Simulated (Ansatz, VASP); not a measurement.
# Nb25Sn7: VASP beside Ansatz

Wanted: the spread between two codes on one cell, functional and k mesh. The structure shown is the end of the VASP relaxation below.

Program: Ansatz 0.2.0. Level of theory: plane waves, with VASP 6.6.1 beside it; single point at PBEsol. Results are calculated unless marked as measured.

### Step 1. Set-up

The cell holds 32 atoms: 25 Nb and 7 Sn. Cell: a = 9.139 Å, b = 9.139 Å, c = 9.139 Å, α = 109.5°, β = 109.5°, γ = 109.5°. It derives from Nb3Sn. Nearest the centre at fractional (0.500, 0.500, 0.500): Nb1 at 0.00 Å, Nb11 at 2.93 Å, Nb9 at 2.93 Å, Nb16 at 2.93 Å, Nb2 at 2.93 Å, Nb5 at 2.93 Å, Nb24 at 2.93 Å, Nb22 at 2.93 Å.

### Step 2. VASP: relaxation, PBEsol

This run makes the geometry at which the two programs are then compared.

Lines of VASP's logs that name or quote its potential files are left out, and so is its time.

INCAR reads:

```
SYSTEM = Nb25Sn7
PREC = Normal
ENCUT = 300
EDIFF = 1E-05
NELM = 120
ISMEAR = 1
SIGMA = 0.2
LREAL = Auto
ALGO = Fast
GGA = PS
NBANDS = 176
LASPH = .TRUE.
LORBIT = 11
LWAVE = .FALSE.
LCHARG = .TRUE.
KPAR = 4
NCORE = 2
IBRION = 2
NSW = 50
ISIF = 2
EDIFFG = -0.03
POTIM = 0.4
MAXMIX = 40
ISYM = 2
```

POSCAR reads:

```
Nb25Sn7
1.0
   -5.2761792200      5.2761792200      5.2761792200
    5.2761792200     -5.2761792200      5.2761792200
    5.2761792200      5.2761792200     -5.2761792200
Nb Sn
25 7
Direct
    0.5000000000      0.5000000000      0.5000000000
    0.3750000000      0.1250000000      0.2500000000
    0.8750000000      0.6250000000      0.2500000000
    0.8750000000      0.1250000000      0.7500000000
    0.3750000000      0.6250000000      0.7500000000
    0.6250000000      0.3750000000      0.2500000000
    0.1250000000      0.8750000000      0.2500000000
    0.1250000000      0.3750000000      0.7500000000
    0.6250000000      0.8750000000      0.7500000000
    0.1250000000      0.2500000000      0.3750000000
    0.6250000000      0.7500000000      0.3750000000
    0.6250000000      0.2500000000      0.8750000000
    0.1250000000      0.7500000000      0.8750000000
    0.2500000000      0.6250000000      0.3750000000
    0.7500000000      0.1250000000      0.3750000000
    0.7500000000      0.6250000000      0.8750000000
    0.2500000000      0.1250000000      0.8750000000
    0.3750000000      0.2500000000      0.6250000000
    0.8750000000      0.7500000000      0.6250000000
    0.8750000000      0.2500000000      0.1250000000
    0.3750000000      0.7500000000      0.1250000000
    0.2500000000      0.3750000000      0.1250000000
    0.7500000000      0.8750000000      0.1250000000
    0.7500000000      0.3750000000      0.6250000000
    0.2500000000      0.8750000000      0.6250000000
    0.0000000000      0.0000000000      0.5000000000
    0.0000000000      0.5000000000      0.0000000000
    0.5000000000      0.0000000000      0.0000000000
    0.0000000000      0.0000000000      0.0000000000
    0.5000000000      0.5000000000      0.0000000000
    0.5000000000      0.0000000000      0.5000000000
    0.0000000000      0.5000000000      0.5000000000
```

KPOINTS reads:

```
Automatic mesh
0
Gamma
3 3 3
0 0 0
```

The projector-augmented-wave data sets are Nb_pv and Sn (PBE family, release 64).

Started as:

```bash
mpirun -np 8 vasp_std
```

Numbers of over 12 decimals in the logs are rounded to 6 here.

What it wrote:

```text
[banner, memory and clock lines left out]
running    8 mpi-ranks, on    1 nodes
[...]
|                                                                             |
|               ----> ADVICE to this user running VASP <----                  |
|                                                                             |
|     You enforced a specific xc type in the INCAR file but a different       |
|     [... a line on the potential file left out ...]
|     I HOPE YOU KNOW WHAT YOU ARE DOING!                                     |
|                                                                             |

 LDA part: xc-table for (Slater+PW92), standard interpolation
 POSCAR, INCAR and KPOINTS ok, starting setup
[...]
entering main loop
       N       E                     dE             d eps       ncg     rms          rms(c)
DAV:   1     0.307298481618E+04    0.30730E+04   -0.10946E+05  1496   0.125E+03
DAV:   2    -0.200530616155E+02   -0.30930E+04   -0.30294E+04  1496   0.694E+02
DAV:   3    -0.291918835161E+03   -0.27187E+03   -0.25567E+03  2392   0.157E+02
DAV:   4    -0.320600576602E+03   -0.28682E+02   -0.26059E+02  2304   0.419E+01
[...]
RMM:  30    -0.306482699291E+03   -0.14811E-04   -0.14770E-04   696   0.852E-03    0.538E-03
RMM:  31    -0.306482711509E+03   -0.12218E-04   -0.12458E-04   676   0.711E-03    0.639E-03
RMM:  32    -0.306482718434E+03   -0.69250E-05   -0.67672E-05   660   0.651E-03
   1 F= -.30648272E+03 E0= -.30647263E+03  d E =-.306483E+03
[... from here on, the cycles between the ionic steps are left out ...]
   2 F= -.30653959E+03 E0= -.30652813E+03  d E =-.568693E-01
   3 F= -.30654774E+03 E0= -.30653516E+03  d E =-.650240E-01
   4 F= -.30655333E+03 E0= -.30654105E+03  d E =-.706094E-01
   5 F= -.30655331E+03 E0= -.30654101E+03  d E =-.705949E-01
   6 F= -.30655616E+03 E0= -.30654414E+03  d E =-.284370E-02
   7 F= -.30655783E+03 E0= -.30654612E+03  d E =-.451619E-02
[...]
reached required accuracy - stopping structural energy minimisation
```

OUTCAR, selected parts (step 2):

```text
  Total       -4.4530576     -4.4530576     -4.4530576      0.0000000      0.0000000     -0.0000000
  in kB      -12.1436793    -12.1436793    -12.1436793      0.0000000      0.0000000     -0.0000000
  external PRESSURE =     -12.1436793 kB  Pullay stress =       0.0000000 kB

 POSITION                                       TOTAL-FORCE (eV/Angst)
 -----------------------------------------------------------------------------------
      2.63809      2.63809      2.63809         0.000000     -0.000000     -0.000000
      0.01559      2.63809      1.33937        -0.004408     -0.000000     -0.015347
      0.01610      2.63809      6.60305         0.018540     -0.000000      0.008303
     -0.01610      7.91427      1.32687        -0.018540     -0.000000      0.008303
      5.26059      2.63809      1.33937         0.004408     -0.000000     -0.015347
      0.01559      2.63809      3.93681        -0.004408      0.000000      0.015347
      5.29228     -2.63809      3.94931         0.018540     -0.000000     -0.008303
      5.26008      2.63809     -1.32687        -0.018540      0.000000     -0.008303
      5.26059      2.63809      3.93681         0.004408      0.000000      0.015347
      2.63809      1.33937      0.01559        -0.000000     -0.015347     -0.004408
      2.63809      1.33937      5.26059         0.000000     -0.015347      0.004408
      2.63809      6.60305      0.01610        -0.000000      0.008303      0.018540
      7.91427      1.32687     -0.01610         0.000000      0.008303     -0.018540
      3.93681      0.01559      2.63809         0.015347     -0.004408     -0.000000
[...]
-----------------------------------------------------------------------------------
    total drift:                               -0.000000     -0.000000      0.000000

  FREE ENERGIE OF THE ION-ELECTRON SYSTEM (eV)
  ---------------------------------------------------
  free  energy   TOTEN  =      -306.5578294876 eV

  energy  without entropy=     -306.5227157266  energy(sigma->0) =     -306.54612490

 reached required accuracy - stopping structural energy minimisation

[... 3 further parts left out ...]
[key lines of the parts left out:]
E-fermi :   5.7023
```

This run has no spin polarisation. Its electron count is odd, so without a moment it is a metal by construction. The data set Sn keeps the semicore shell frozen, which is cheaper and a little less accurate. The run keeps the 24 symmetry operations of its start, so it cannot find a distortion of lower symmetry.

### Step 3. Ansatz: single point, PBEsol

Ansatz runs on its default PAW (the set named soft_2) files.

The same cell, functional, mesh and smearing now go to Ansatz, which takes its cutoff from its data sets.

input.yaml reads:

```yaml
crystal:
  lattice:
    - [-5.27617922, 5.27617922, 5.27617922]
    - [5.27617922, -5.27617922, 5.27617922]
    - [5.27617922, 5.27617922, -5.27617922]
  atoms:
    - { symbol: Nb, position: [0.5, 0.5, 0.5] }
    - { symbol: Nb, position: [0.37692615, 0.12840339, 0.25147724] }
    - { symbol: Nb, position: [0.87574178, 0.62726718, 0.2515254] }
    - { symbol: Nb, position: [0.87574178, 0.12421637, 0.7484746] }
    - { symbol: Nb, position: [0.37692615, 0.62544891, 0.74852276] }
    - { symbol: Nb, position: [0.62307385, 0.37455109, 0.25147724] }
    - { symbol: Nb, position: [0.12425822, 0.87578363, 0.2515254] }
    - { symbol: Nb, position: [0.12425822, 0.37273282, 0.7484746] }
    - { symbol: Nb, position: [0.62307385, 0.87159661, 0.74852276] }
    - { symbol: Nb, position: [0.12840339, 0.25147724, 0.37692615] }
    - { symbol: Nb, position: [0.62544891, 0.74852276, 0.37692615] }
    - { symbol: Nb, position: [0.62726718, 0.2515254, 0.87574178] }
    - { symbol: Nb, position: [0.12421637, 0.7484746, 0.87574178] }
    - { symbol: Nb, position: [0.25147724, 0.62307385, 0.37455109] }
    - { symbol: Nb, position: [0.7484746, 0.12425822, 0.37273282] }
    - { symbol: Nb, position: [0.74852276, 0.62307385, 0.87159661] }
    - { symbol: Nb, position: [0.2515254, 0.12425822, 0.87578363] }
    - { symbol: Nb, position: [0.37455109, 0.25147724, 0.62307385] }
    - { symbol: Nb, position: [0.87159661, 0.74852276, 0.62307385] }
    - { symbol: Nb, position: [0.87578363, 0.2515254, 0.12425822] }
    - { symbol: Nb, position: [0.37273282, 0.7484746, 0.12425822] }
    - { symbol: Nb, position: [0.25147724, 0.37692615, 0.12840339] }
    - { symbol: Nb, position: [0.7484746, 0.87574178, 0.12421637] }
    - { symbol: Nb, position: [0.74852276, 0.37692615, 0.62544891] }
    - { symbol: Nb, position: [0.2515254, 0.87574178, 0.62726718] }
    - { symbol: Sn, position: [0.0, 0.0, 0.5] }
    - { symbol: Sn, position: [0.0, 0.5, 0.0] }
    - { symbol: Sn, position: [0.5, 0.0, 0.0] }
    - { symbol: Sn, position: [0.0, 0.0, 0.0] }
    - { symbol: Sn, position: [0.5, 0.5, 0.0] }
    - { symbol: Sn, position: [0.5, 0.0, 0.5] }
    - { symbol: Sn, position: [0.0, 0.5, 0.5] }
hamiltonian:
  xc: pbesol
  pseudopotentials: { kind: paw }
kpoints:
  mp_grid: { grid: [3, 3, 3] }
scf:
  occupations: { method: methfessel_paxton, width: 0.2 }
  n_extra_bands: 12
output:
  forces: true
  eigenvalues: true
  write_density: true
  write_potential: true
  elf: true
  volumetric_format: npy
```

Started as:

```bash
ansatz run input.yaml --threads 8 --pin off --max-ram 18432MiB --backend cpu --events-out ev --progress --plain --runs-dir out
```

What it wrote:

```text
scf.n_extra_bands = 12 over 212 filled bands (N_el = 423.0): the run solves 224 bands
Engine: ansatz 0.2.0, aarch64-unknown-linux-gnu
Pseudopotentials: kind: paw
Pseudopotential: Nb, paw, valence charge 13, recommended cutoff 420 eV (normal), Nb.paw.azcp
Pseudopotential: Sn, paw, valence charge 14, recommended cutoff 420 eV (normal), Sn.paw.azcp
Functional definition: PBEsol
  exchange = pbesol_x
  correlation = pbesol_c
Crystal: 32 atoms, lattice volume = 587.515 Å³
Basis set: ecut = 420 eV, 11489 PW (Γ), exchange–correlation on 128×128×128 points (8 copies of the dense FFT grid, shifted against one another)
Bands: 224, of which v1, the nominal top of the filled ones, is band 212 counted from 1 (211 counted from 0)
Symmetry: 24 space group operations
Space group: Im-3 (ITA 204), of the structure as read, at distance tolerance 8.4e-5 Å
k-points: 4 of 27
Non-local potential: Nb, projectors of the file, l = 0: 3, l = 1: 2, l = 2: 2, l = 3: 1
Non-local potential: Sn, projectors of the file, l = 0: 2, l = 1: 2, l = 2: 2, l = 3: 2
PAW form: soft (Blöchl's): semilocal exchange-correlation on the pseudo side does not see the compensation charge
PAW frozen core: Nb, regenerated for the run's functional, and the local potential with it (the file was generated under x = pbe(κ = 0.804, μ = 0.219515), c = pbe(β = 0.066725))
PAW frozen core: Sn, regenerated for the run's functional, and the local potential with it (the file was generated under x = pbe(κ = 0.804, μ = 0.219515), c = pbe(β = 0.066725))
PAW one-centre angular grid: Nb, 590 points (default); XC on 64 Gauss nodes
PAW one-centre angular grid: Sn, 590 points (default); XC on 64 Gauss nodes
Initial density: superposition of atomic densities (neutral atoms: chi_scale 0, normalization atom), corrected by the library's trained network
Initial wavefunctions: pseudopotential atomic-orbital guess
Functional: x = pbesol(κ = 0.804, μ = 0.123457), c = pbesol(β = 0.046)
SCF iter   1: F=—  HF=-154041.385747 eV  |F-HF|=—  |Δ(HF+E_count)|=         —  Δρ=6.17e-3  dr2=3.27e-1  ethr=1.77e-3  ⟨swp⟩=5.5  Hψ=3486  notcnv=0
preconditioner: auto → Kerker (q_TF=auto, 2.583 Å⁻¹)  [metal: Δε(μ)=0.013 eV  Ē_g=8.904 eV  σ=0.200 eV  W_gap=0.06  n_scr=176 (ndim 8)  ℏωp=22.9 eV  f_vac=0.000  D(μ)=36.22/eV (n_scr^D=368)]
SCF iter   2: F=—  HF=-154041.334579 eV  |F-HF|=—  |Δ(HF+E_count)|=   5.12e-2  S|Δr|=    0.00e0  Δρ=3.38e-3  dr2=8.50e-2  ethr=7.74e-5  ⟨swp⟩=1.2  Hψ=1140  notcnv=0
SCF iter   3: F=—  HF=-154041.312105 eV  |F-HF|=—  |Δ(HF+E_count)|=   2.25e-2  S|Δr|=    0.00e0  Δρ=8.46e-4  dr2=1.36e-2  ethr=2.01e-5  ⟨swp⟩=2.0  Hψ=1185  notcnv=0
SCF iter   4: F=—  HF=-154041.310921 eV  |F-HF|=—  |Δ(HF+E_count)|=   1.18e-3  S|Δr|=    0.00e0  Δρ=2.87e-4  dr2=6.19e-4  ethr=3.22e-6  ⟨swp⟩=2.0  Hψ=1131  notcnv=0
SCF iter   5: F=—  HF=-154041.310815 eV  |F-HF|=—  |Δ(HF+E_count)|=   1.06e-4  S|Δr|=    0.00e0  Δρ=1.08e-4  dr2=1.70e-4  ethr=1.46e-7  ⟨swp⟩=2.2  Hψ=1453  notcnv=0
SCF iter   6: F=—  HF=-154041.310783 eV  |F-HF|=—  |Δ(HF+E_count)|=   3.16e-5  S|Δr|=    0.00e0  Δρ=3.45e-5  dr2=2.50e-5  ethr=4.01e-8  ⟨swp⟩=2.0  Hψ=1165  notcnv=0
SCF iter   7: F=—  HF=-154041.308941 eV  |F-HF|=—  |Δ(HF+E_count)|=   1.84e-3  S|Δr|=    0.00e0  Δρ=9.82e-6  dr2=1.36e-6  ethr=5.90e-9  ⟨swp⟩=2.0  Hψ=1119  notcnv=0
SCF iter   8: F=—  HF=-154041.308941 eV  |F-HF|=—  |Δ(HF+E_count)|=   2.84e-7  S|Δr|=    0.00e0  Δρ=2.77e-6  dr2=1.11e-7  ethr=3.20e-10  ⟨swp⟩=2.0  Hψ=1357  notcnv=0
SCF iter   9: F=-154041.308941 eV  HF=-154041.308941 eV  |F-HF|=6.37e-9  |Δ(HF+E_count)|=   2.87e-8  S|Δr|=    0.00e0  Δρ=7.21e-7  dr2=7.10e-9  ethr=2.36e-11  ⟨swp⟩=8.8  Hψ=5286  notcnv=0
SCF 1 converged in 9 iterations: F = -154041.308941 eV  dr2 = 7.10e-9
  greatest PAW one-centre occupation: 0.998 electrons in one spin orbital (limit 2), on the Nb atom at site 0 (counted from 0), in its partial waves of l = 0
SCF converged after 9 iterations
Stability not checked: this state was not tested for a lower state beside it, because cold or Methfessel-Paxton smearing, or corrected tetrahedra, fill the levels in a way that the test cannot read (fill_not_monotonic; see scf.lower_state_search)
Free energy (F): -154041.308941 eV
Harris-Foulkes:  -154041.308941 eV  (|F-HF|=6.37e-9)
Internal energy: -154041.274364 eV  (E = F + TS)
E sigma→0 (E₀):  -154041.300296 eV
Entropy (-TS):   -0.034577 eV (-1.081 meV/atom)
Fermi energy:    17.261428 eV
--- Per-component energies (eV) ---
  E_band       = -1824.683259
  E_kinetic    = 11203.685032
  E_local      = -21671.237412  (includes V_loc(G=0)·N_el)
  E_nonlocal   = 2837.224355
  E_hartree    = 8525.901585
  E_xc         = -7020.208481
  E_vxc        = -5998.788372  (∫ρ·V_xc dr)
  E_paw        = -103928.602605  (= ΣΔE_a)
  E_vpaw       = -5247.372746  (= ΣTr[D̂ρ^β])
  E_aug_tail   = 0.000128  (compensation charges beyond the density's cutoff)
  E_ewald      = -43994.748568
  E_core_change = 6.711602  (= ΣΔE_core)
  E_smearing   = -0.034577  (= −TS)
  E_closure    = -0.000000  (closes the sum)
  Σ components = -154041.308941   (vs F -154041.308941, Δ=0.00e0)
--- Forces (eV/Å), atoms counted from 1 ---
  atom   1  Nb     0.00000000    -0.00000000     0.00000000
  atom   2  Nb     0.01623619     0.00000000     0.03903609
  atom   3  Nb     0.01199379     0.00000000     0.03957813
  atom   4  Nb    -0.01199379     0.00000000     0.03957813
  atom   5  Nb    -0.01623619     0.00000000     0.03903609
  atom   6  Nb     0.01623619    -0.00000000    -0.03903609
  atom   7  Nb     0.01199379    -0.00000000    -0.03957813
  atom   8  Nb    -0.01199379    -0.00000000    -0.03957813
  atom   9  Nb    -0.01623619    -0.00000000    -0.03903609
  atom  10  Nb    -0.00000000     0.03903609     0.01623619
  atom  11  Nb    -0.00000000     0.03903609    -0.01623619
  atom  12  Nb     0.00000000     0.03957813     0.01199379
  atom  13  Nb     0.00000000     0.03957813    -0.01199379
  atom  14  Nb    -0.03903609     0.01623619    -0.00000000
  atom  15  Nb    -0.03957813    -0.01199379     0.00000000
  atom  16  Nb    -0.03903609    -0.01623619     0.00000000
  atom  17  Nb    -0.03957813     0.01199379     0.00000000
  atom  18  Nb     0.00000000    -0.03903609     0.01623619
  atom  19  Nb     0.00000000    -0.03903609    -0.01623619
  atom  20  Nb    -0.00000000    -0.03957813     0.01199379
  atom  21  Nb    -0.00000000    -0.03957813    -0.01199379
  atom  22  Nb     0.03903609     0.01623619    -0.00000000
  atom  23  Nb     0.03957813    -0.01199379     0.00000000
  atom  24  Nb     0.03903609    -0.01623619    -0.00000000
  atom  25  Nb     0.03957813     0.01199379    -0.00000000
  atom  26  Sn    -0.00000000    -0.00000000     0.00000000
  atom  27  Sn    -0.00000000    -0.00000000    -0.00000000
  atom  28  Sn     0.00000000     0.00000000     0.00000000
  atom  29  Sn     0.00000000    -0.00000000     0.00000000
  atom  30  Sn     0.00000000    -0.00000000    -0.00000000
  atom  31  Sn     0.00000000    -0.00000000     0.00000000
  atom  32  Sn     0.00000000    -0.00000000     0.00000000
  max |Σ_I F_I| component: 3.56e-17 eV/Å
--- Band table (eV) ---
  k-point 0: bands = [... 208 lower, 17.4270, 17.4671, 17.4671, 17.4856, 17.6988, 17.6988, 17.6988, 17.7401, ... 8 higher]
  k-point 1: bands = [... 208 lower, 17.1566, 17.2152, 17.2509, 17.2689, 17.3415, 17.4248, 17.4873, 17.6373, ... 8 higher]
  k-point 2: bands = [... 208 lower, 17.0059, 17.1209, 17.1209, 17.1390, 17.1944, 17.1944, 17.4813, 17.4813, ... 8 higher]
  k-point 3: bands = [... 208 lower, 17.0446, 17.1302, 17.1965, 17.2398, 17.2921, 17.3184, 17.3743, 17.5664, ... 8 higher]
```

Elapsed: 20 s, on 8 threads of Arm Neoverse N1, shared host; peak memory 2.7 GiB.

Reading the cycles: dr2 is the Hartree energy of the density residual (eV), the measure of convergence; HF is the Harris–Foulkes estimate of the energy, which meets the free energy F at convergence.

### Step 4. Side by side

Known differences besides the potentials themselves: the data sets hold 423 valence electrons in Ansatz (default PAW (the set named soft_2) files) and 303 in VASP; the cutoff is 420 eV in Ansatz and 300 eV in VASP (PREC = Normal, projectors in real space); Ansatz makes its cores anew for this functional, VASP keeps those of its PBE data sets. Total energies have different zeros and are not compared.

At this near-relaxed geometry the largest component of a force difference is 54 meV/Å. VASP's last cycles still show a density residual of 8e-03, so its state may not be settled.

### Step 5. Further runs

Further runs change the set-up of one program: Ansatz's method, potentials or start, or VASP's data sets, cutoff or form of LDA. The table gives Ansatz less VASP for each quantity, since a change that brings one quantity closer may part another.

```csv
run,r.m.s. force difference (meV/Å)
as above,23
cores kept as stored,23
Ansatz's larger PAW set (cutoff 770 eV),24
norm-conserving potentials (cutoff 1116 eV),22
```

### Step 6. Outcome

* r.m.s. force difference (single point, PBEsol): 23 meV/Å

What this shows: The r.m.s. force difference is 23 meV/Å (single point, PBEsol), beyond the 12 meV/Å picked in this series as the mark of a large difference. For single point, PBEsol, no further run moves any of the tabulated differences by more than a quarter of its size. How closely two codes agree says nothing of how well the functional describes the real material.

[Lines on the potential files, build, host, timing and source positions are cut from VASP's logs without a mark.]

[Logs are printed without paths, hosts, clocks, repeated set-up lines and the standing remarks that a program may print on its own settings, such as how far it seeks lower states.]

[Hosts, paths, dates, database ids (printed as entryN), source tags and the programs' standing remarks are cut or masked in the printed files.]
